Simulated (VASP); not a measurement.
Computed with vdW-DF-cx, VASP's PBE PAW potentials (set 64) (plane waves; VASP).

VASP input:

**INCAR**
```
SYSTEM = Al
PREC = Accurate
ENCUT = 520
EDIFF = 1E-6
NELM = 100
ALGO = Normal
LREAL = .FALSE.
LASPH = .TRUE.
ISMEAR = 1
SIGMA = 0.1
GGA = CX
LUSE_VDW = .TRUE.
AGGAC = 0.0
LWAVE = .FALSE.
LCHARG = .FALSE.
IBRION = 2
ISIF = 3
NSW = 60
EDIFFG = -0.01
```

File KPOINTS:
```
K-points
0
G
 14 14 14
0 0 0
```

### POSCAR
```
Al
1
    0.0000000000     2.0250000000     2.0250000000
    2.0250000000     0.0000000000     2.0250000000
    2.0250000000     2.0250000000     0.0000000000
Al
1
Direct
  0.0000000000   0.0000000000   0.0000000000
```

POTCAR, in this order: Al (PBE.64 set). Program: vasp_std.

The run wrote:

**OSZICAR**
```
       N       E                     dE             d eps       ncg     rms          rms(c)
DAV:   1    -0.490967115354E+00   -0.49097E+00   -0.91342E+02  1100   0.335E+02
DAV:   2    -0.261390694337E+01   -0.21229E+01   -0.20419E+01  1360   0.320E+01
DAV:   3    -0.263118401063E+01   -0.17277E-01   -0.16906E-01  1385   0.327E+00
DAV:   4    -0.263125463390E+01   -0.70623E-04   -0.70356E-04  1400   0.187E-01
DAV:   5    -0.263125501016E+01   -0.37626E-06   -0.37533E-06  1385   0.124E-02    0.153E+00
DAV:   6    -0.262235693374E+01    0.88981E-02   -0.13122E-03  1245   0.326E-01    0.895E-01
DAV:   7    -0.261586262906E+01    0.64943E-02   -0.34318E-03  1150   0.550E-01    0.148E-01
DAV:   8    -0.261586489333E+01   -0.22643E-05   -0.32978E-05  1625   0.480E-02    0.193E-02
DAV:   9    -0.261586477227E+01    0.12106E-06   -0.20289E-07  1000   0.379E-03
   1 F= -.26158648E+01 E0= -.26159584E+01  d E =-.261586E+01
       N       E                     dE             d eps       ncg     rms          rms(c)
DAV:   1    -0.261731081999E+01   -0.14459E-02   -0.21982E-02  1330   0.941E-01    0.142E-01
DAV:   2    -0.261725582851E+01    0.54991E-04   -0.14634E-04  1125   0.108E-01    0.468E-02
DAV:   3    -0.261721731064E+01    0.38518E-04   -0.11998E-05  1345   0.299E-02    0.184E-02
DAV:   4    -0.261721287640E+01    0.44342E-05   -0.27685E-06  1270   0.138E-02    0.117E-02
DAV:   5    -0.261721264189E+01    0.23451E-06   -0.52567E-08   655   0.235E-03
   2 F= -.26172126E+01 E0= -.26172840E+01  d E =-.134787E-02
       N       E                     dE             d eps       ncg     rms          rms(c)
DAV:   1    -0.261724955489E+01   -0.36678E-04   -0.39004E-04  1330   0.125E-01    0.192E-02
DAV:   2    -0.261724814941E+01    0.14055E-05   -0.25863E-06  1095   0.144E-02    0.639E-03
DAV:   3    -0.261724707731E+01    0.10721E-05   -0.20681E-07   680   0.408E-03    0.206E-03
DAV:   4    -0.261724685219E+01    0.22512E-06   -0.61661E-08   590   0.219E-03
   3 F= -.26172469E+01 E0= -.26173226E+01  d E =-.138208E-02
```

File OUTCAR:
```
------------------------ aborting loop because EDIFF is reached ----------------------------------------
  FORCE on cell =-STRESS in cart. coord.  units (eV):
  Direction    XX          YY          ZZ          XY          YZ          ZX
  --------------------------------------------------------------------------------------
  Total        0.0003434      0.0003434      0.0003434     -0.0000000      0.0000000     -0.0000000
  in kB        0.0337497      0.0337497      0.0337497     -0.0000000      0.0000000     -0.0000000
  external PRESSURE =       0.0337497 kB  Pullay stress =       0.0000000 kB
  volume of cell :       16.30
      direct lattice vectors                 reciprocal lattice vectors
    -0.000000000  2.012516649  2.012516649    -0.248445150  0.248445150  0.248445150
     2.012516649 -0.000000000  2.012516649     0.248445150 -0.248445150  0.248445150
     2.012516649  2.012516649 -0.000000000     0.248445150  0.248445150 -0.248445150
 POSITION                                       TOTAL-FORCE (eV/Angst)
 -----------------------------------------------------------------------------------
      0.00000      0.00000      0.00000         0.000000      0.000000      0.000000
 -----------------------------------------------------------------------------------
    total drift:                                0.000000      0.000000     -0.000000
  FREE ENERGIE OF THE ION-ELECTRON SYSTEM (eV)
  ---------------------------------------------------
  free  energy   TOTEN  =        -2.6172468522 eV

  energy  without entropy=       -2.6174741312  energy(sigma->0) =       -2.61732261

 reached required accuracy - stopping structural energy minimisation
```
(Selected blocks of OUTCAR.)

CONTCAR:
```
Al
   1.00000000000000
    -0.0000000000000000    2.0125166491968636    2.0125166491968636
     2.0125166491968636   -0.0000000000000000    2.0125166491968636
     2.0125166491968636    2.0125166491968636   -0.0000000000000000
  Al
     1
Direct
     0.0000000000000000    0.0000000000000000    0.0000000000000000
```

The compound is Al in the fcc structure. This run relaxes it. Symmetry was kept, so distortions that lower it aren't found.
